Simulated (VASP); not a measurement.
Output of a VASP run:

**OUTCAR**
```
 ion  position               nearest neighbor table
   1  0.000  0.000  0.000-
  LATTYP: Found a body centered cubic cell.
 ALAT       =     3.4169614844
 Subroutine PRICEL returns:
 Original cell was already a primitive cell.
 Subroutine GETGRP returns: Found 48 space group operations
The static configuration has the point symmetry O_h .
The dynamic configuration has the point symmetry O_h .
 Subroutine INISYM returns: Found 48 space group operations
 Subroutine IBZKPT returns following result:
 Found    165 irreducible k-points:

 Following reciprocal coordinates:
            Coordinates               Weight
  0.000000  0.000000  0.000000      1.000000
  0.058824  0.000000  0.000000     12.000000
  0.117647  0.000000  0.000000     12.000000
  0.176471  0.000000  0.000000     12.000000
  0.235294  0.000000  0.000000     12.000000
  0.294118  0.000000  0.000000     12.000000
  0.352941  0.000000  0.000000     12.000000
  0.411765  0.000000  0.000000     12.000000
  0.470588  0.000000  0.000000     12.000000
  0.058824  0.058824  0.000000     24.000000
  0.117647  0.058824  0.000000     48.000000
  0.176471  0.058824  0.000000     48.000000
  0.235294  0.058824  0.000000     48.000000
  0.294118  0.058824  0.000000     48.000000
  0.352941  0.058824  0.000000     48.000000
  0.411765  0.058824  0.000000     48.000000
  0.470588  0.058824 -0.000000     24.000000
  0.117647  0.117647  0.000000     24.000000
  0.176471  0.117647  0.000000     48.000000
  0.235294  0.117647  0.000000     48.000000
  0.294118  0.117647  0.000000     48.000000
  0.352941  0.117647 -0.000000     48.000000
  0.411765  0.117647  0.000000     48.000000
  0.176471  0.176471  0.000000     24.000000
  0.235294  0.176471  0.000000     48.000000
  0.294118  0.176471  0.000000     48.000000
  0.352941  0.176471  0.000000     48.000000
  0.411765  0.176471  0.000000     24.000000
  0.235294  0.235294  0.000000     24.000000
  0.294118  0.235294  0.000000     48.000000
  0.352941  0.235294  0.000000     48.000000
  0.294118  0.294118  0.000000     24.000000
  0.352941  0.294118  0.000000     24.000000
  0.058824  0.058824  0.058824      8.000000
  0.117647  0.058824  0.058824     24.000000
  0.176471  0.058824  0.058824     24.000000
  0.235294  0.058824  0.058824     24.000000
  0.294118  0.058824  0.058824     24.000000
  0.352941  0.058824  0.058824     24.000000
  0.411765  0.058824  0.058824     24.000000
   k-points           NKPTS =    165   k-points in BZ     NKDIM =    165   number of bands    NBANDS=      5
   number of dos      NEDOS =    601   number of ions     NIONS =      1
   total plane-waves  NPLWV =  13824
   dimension x,y,z NGX =    24 NGY =   24 NGZ =   24
   dimension x,y,z NGXF=    48 NGYF=   48 NGZF=   48
   ions per type =               1
   PREC   = accura    normal or accurate (medium, high low for compatibility)
   ISTART =      0    job   : 0-new  1-cont  2-samecut
   ICHARG =      2    charge: 1-file 2-atom 10-const
   ISPIN  =      1    spin polarized calculation?
   LNONCOLLINEAR =      F non collinear calculations
   LSORBIT =      F    spin-orbit coupling
   INIWAV =      1    electr: 0-lowe 1-rand  2-diag
   ENCUT  =  520.0 eV  38.22 Ry    6.18 a.u.   5.50  5.50  5.50*2*pi/ulx,y,z
   NELM   =    100;   NELMIN=  2; NELMDL= -5     # of ELM steps
   EDIFF  = 0.1E-06   stopping-criterion for ELM
   LREAL  =      F    real-space projection
   NLSPLINE    = F    spline interpolate recip. space projectors
   LMAXMIX     =    2 max onsite mixed and CHGCAR
   VOSKOWN=      0    Vosko Wilk Nusair interpolation
   EDIFFG = 0.1E-05   stopping-criterion for IOM
   NSW    =      0    number of steps for IOM
   NBLOCK =      1;   KBLOCK =      1    inner block; outer block
   IBRION =     -1    ionic relax: 0-MD 1-quasi-New 2-CG
   NFREE  =      0    steps in history (QN), initial steepest desc. (CG)
...
```

### OSZICAR
```
       N       E                     dE             d eps       ncg     rms          rms(c)
DAV:   1     0.622384036011E+00    0.62238E+00   -0.69619E+02  1665   0.409E+02
DAV:   2    -0.176894717268E+01   -0.23913E+01   -0.23062E+01  2370   0.596E+01
DAV:   3    -0.190243368012E+01   -0.13349E+00   -0.13327E+00  2045   0.942E+00
DAV:   4    -0.190562588444E+01   -0.31922E-02   -0.31894E-02  2165   0.141E+00
DAV:   5    -0.190567291244E+01   -0.47028E-04   -0.47024E-04  2055   0.135E-01    0.204E-01
DAV:   6    -0.190460259464E+01    0.10703E-02   -0.32159E-04  2660   0.106E-01    0.117E-01
DAV:   7    -0.190413403953E+01    0.46856E-03   -0.74515E-04  2725   0.168E-01    0.287E-02
DAV:   8    -0.190413240885E+01    0.16307E-05   -0.10424E-05  1730   0.395E-02    0.130E-03
DAV:   9    -0.190412977713E+01    0.26317E-05   -0.63679E-07  2400   0.104E-02    0.430E-04
DAV:  10    -0.190412858801E+01    0.11891E-05   -0.28317E-08   940   0.202E-03    0.472E-04
DAV:  11    -0.190412870887E+01   -0.12086E-06   -0.52918E-09   870   0.108E-03    0.216E-05
DAV:  12    -0.190412870803E+01    0.83435E-09   -0.81846E-10   850   0.441E-04
   1 F= -.19238938E+01 E0= -.19238938E+01  d E =0.000000E+00
```

**OUTCAR**
```
------------------------ aborting loop because EDIFF is reached ----------------------------------------
  Edisp (eV):   -0.01977
  FORCE on cell =-STRESS in cart. coord.  units (eV):
  Direction    XX          YY          ZZ          XY          YZ          ZX
  --------------------------------------------------------------------------------------
  Total      -0.00255    -0.00255    -0.00255     0.00000    -0.00000    -0.00000
  in kB      -0.20511    -0.20511    -0.20511     0.00000    -0.00000    -0.00000
  external pressure =       -0.21 kB  Pullay stress =        0.00 kB
  volume of cell :       19.95
      direct lattice vectors                 reciprocal lattice vectors
    -1.708480742  1.708480742  1.708480742     0.000000000  0.292657674  0.292657674
     1.708480742 -1.708480742  1.708480742     0.292657674  0.000000000  0.292657674
     1.708480742  1.708480742 -1.708480742     0.292657674  0.292657674  0.000000000
 POSITION                                       TOTAL-FORCE (eV/Angst)
 -----------------------------------------------------------------------------------
      0.00000      0.00000      0.00000         0.000000     -0.000000     -0.000000
 -----------------------------------------------------------------------------------
    total drift:                               -0.000000     -0.000000      0.000000
  FREE ENERGIE OF THE ION-ELECTRON SYSTEM (eV)
  ---------------------------------------------------
  free  energy   TOTEN  =        -1.9238938209 eV

  energy  without entropy=       -1.9238938209  energy(sigma->0) =       -1.92389382

 total charge

# of ion       s       p       d       tot
------------------------------------------
    1        2.034   0.042   0.000   2.076
```
(Selected blocks of OUTCAR.)

POSCAR:
```
Li
1
   -1.7084807422     1.7084807422     1.7084807422
    1.7084807422    -1.7084807422     1.7084807422
    1.7084807422     1.7084807422    -1.7084807422
Li
1
Direct
  0.0000000000   0.0000000000   0.0000000000
```

Problem. Reconstruct the remaining input files.

Solution. This is not unique; one that fits is the input of the run itself, PBE GGA with D4 dispersion, plane waves, VASP's PBE PAW potentials (set 64).

KPOINTS:
```
Automatic
0
gamma
  17 17 17
```

INCAR:
```
# general
SYSTEM = Li
PREC   = Accurate
ENCUT  = 520
LREAL  = F   # projection in real space or not
LASPH  = T

# electronic loop
EDIFF  = 1E-7
NELM   = 100
ALGO   = Normal

# smearing
ISMEAR = -5   # tetrahedra, Bloechl

# functional
GGA    = PE   # PBE
IVDW   = 13

# ions
ISIF   = 2   # forces and stress, cell fixed

# output
LWAVE  = F
LCHARG = T
LORBIT = 11   # lm-projected
NEDOS  = 601
```

POTCAR, in this order: Li_sv (PBE.64 set). Program: vasp_std.

For a metal the tetrahedron method with Blöchl corrections gives inexact stress and forces.

The compound is Li in the bcc structure. It was relaxed first, which changed the volume by -6 %.
